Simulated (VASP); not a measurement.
OSZICAR of a VASP run on Mg (hcp):

File OSZICAR:
```
       N       E                     dE             d eps       ncg     rms          rms(c)
DAV:   1    -0.498402426278E+01   -0.49840E+01   -0.14034E+03   912   0.497E+02
DAV:   2    -0.807398974790E+01   -0.30900E+01   -0.29656E+01  1218   0.310E+01
DAV:   3    -0.809673008254E+01   -0.22740E-01   -0.22732E-01  1314   0.365E+00
DAV:   4    -0.809680431444E+01   -0.74232E-04   -0.74231E-04  1302   0.171E-01
DAV:   5    -0.809680482373E+01   -0.50929E-06   -0.50963E-06  1302   0.114E-02    0.967E-01
DAV:   6    -0.804107161612E+01    0.55733E-01   -0.91965E-02  1092   0.190E+00    0.700E-01
DAV:   7    -0.805901847496E+01   -0.17947E-01   -0.41668E-02  1044   0.219E+00    0.134E-01
DAV:   8    -0.806085592225E+01   -0.18374E-02   -0.10076E-02   996   0.940E-01    0.286E-02
DAV:   9    -0.806055651704E+01    0.29941E-03   -0.16339E-03  1056   0.418E-01    0.229E-02
DAV:  10    -0.806087392845E+01   -0.31741E-03   -0.72299E-04  1002   0.281E-01    0.784E-03
DAV:  11    -0.806094209817E+01   -0.68170E-04   -0.17186E-05  1182   0.526E-02    0.158E-03
DAV:  12    -0.806092787944E+01    0.14219E-04   -0.16773E-06  1110   0.107E-02    0.109E-03
DAV:  13    -0.806093721411E+01   -0.93347E-05   -0.13387E-06  1044   0.150E-02    0.351E-04
DAV:  14    -0.806093348627E+01    0.37278E-05   -0.34138E-07   606   0.557E-03    0.653E-05
DAV:  15    -0.806093355692E+01   -0.70659E-07   -0.75557E-09   600   0.894E-04
   1 F= -.80609336E+01 E0= -.80608173E+01  d E =-.806093E+01
```

Q: Which electronic solver shows in the log?

A: It is blocked Davidson (ALGO = Normal, or the opening steps of other solvers). The INCAR had ALGO = Normal.

Q: Can the final energy be trusted as converged?

A: The run converged. It stopped with EDIFF = 1E-6, NELM = 100, NSW = 60 and EDIFFG = -0.01 after 1 ionic step (r2SCAN+rVV10, plane waves, VASP's PBE PAW potentials (set 64)).

The compound is Mg in the hcp structure. It was relaxed first. The start is the result of an earlier pass.
